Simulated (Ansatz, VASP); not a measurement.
**One calculation of AlBP2, two programs**

File POSCAR:

```
AlBP2
1.0
    3.4145862175      0.0000000000      0.0000000000
    0.0000000000      3.4145862175      0.0000000000
    0.0000000000      0.0000000000      5.2801832362
B P Al
1 2 1
Direct
    0.0000000000      0.0000000000      0.0000000000
    0.0000000000      0.5000000000      0.2077800712
    0.5000000000      0.0000000000      0.7922199288
    0.5000000000      0.5000000000      0.5000000000
```

File INCAR.step1:

```
SYSTEM = AlBP2
PREC = Accurate
ENCUT = 520
EDIFF = 1E-5
ISMEAR = 0
SIGMA = 0.01
LREAL = .FALSE.
LASPH = .TRUE.
NELM = 100
ALGO = Normal
ISIF = 2
LWAVE = .TRUE.
NBANDS = 16
GGA = PE
```

Contents of INCAR.step2:

```
SYSTEM = AlBP2
PREC = Accurate
ENCUT = 520
EDIFF = 1E-6
ISMEAR = 0
SIGMA = 0.01
LREAL = .FALSE.
LASPH = .TRUE.
NELM = 100
ALGO = Normal
ISIF = 2
LWAVE = .FALSE.
LCHARG = .TRUE.
GGA = PE
LHFCALC = .TRUE.
HFSCREEN = 0.2079
PRECFOCK = Normal
LELF = .TRUE.
LVHAR = .TRUE.
NBANDS = 16
ISTART = 1
```

Contents of KPOINTS:

```
Automatic mesh
0
G
  6 6 4
  0 0 0
```

Input for Ansatz:

```yaml
crystal:
  lattice:
    - [3.4145862175, 0.0, 0.0]
    - [0.0, 3.4145862175, 0.0]
    - [0.0, 0.0, 5.2801832362]
  atoms:
    - { symbol: B, position: [0.0, 0.0, 0.0] }
    - { symbol: P, position: [0.0, 0.5, 0.2077800712] }
    - { symbol: Al, position: [0.5, 0.5, 0.5] }
    - { symbol: P, position: [0.5, 0.0, 0.7922199288] }
kpoints:
  mp_grid: { grid: [6, 6, 4] }
  band_path:
    path:
      - [0.0, 0.0, 0.0]
      - [0.0, 0.5, 0.0]
      - [0.5, 0.5, 0.0]
      - [0.0, 0.0, 0.5]
      - [0.0, 0.5, 0.5]
      - [0.5, 0.5, 0.5]
      - [0.4, 0.4, 0.0]
    npoints: 1
hamiltonian:
  xc: hse06
scf:
  occupations: { method: fixed }
  n_extra_bands: 5
output:
  forces: true
  stress: true
  eigenvalues: true
```

Change from the starting cell: epitaxial_xy strain -2.2%.

Alike in both runs: task single point; functional HSE06; k mesh 6 × 6 × 4; no spin polarisation.

|  | VASP | Ansatz |
| --- | --- | --- |
| version | VASP 6.6.1 | Ansatz 0.2.0 |
| potentials or method | VASP PAW PBE potentials, release 64 (B, P, Al) | plane waves, PAW |
| plane-wave cutoff (eV) | 520 | 420 |
| occupations | gaussian, width 0.01 eV | fixed |
| valence electrons in the cell | 16 | 16 |

VASP gave:

| Item | Value |
| --- | --- |
| gap on the k mesh at the Fermi level (eV) | 1.30 |
| pressure (GPa) | 2.4 |
| largest component of the traceless stress (GPa) | 3.56 |
| rms of the force components (eV/Å) | 0.039 |

Q: What did Ansatz give for the same quantities?

A: gap on the k mesh at the Fermi level (eV): 1.30; pressure (GPa): 2.8; largest component of the traceless stress (GPa): 3.51; rms of the force components (eV/Å): 0.042.

Ansatz warned: «stress_exchange_threshold_loose».

Caveats: the PAW data sets were made with another functional, which shifts forces and pressure a little (VASP). A k mesh can miss the band edges.
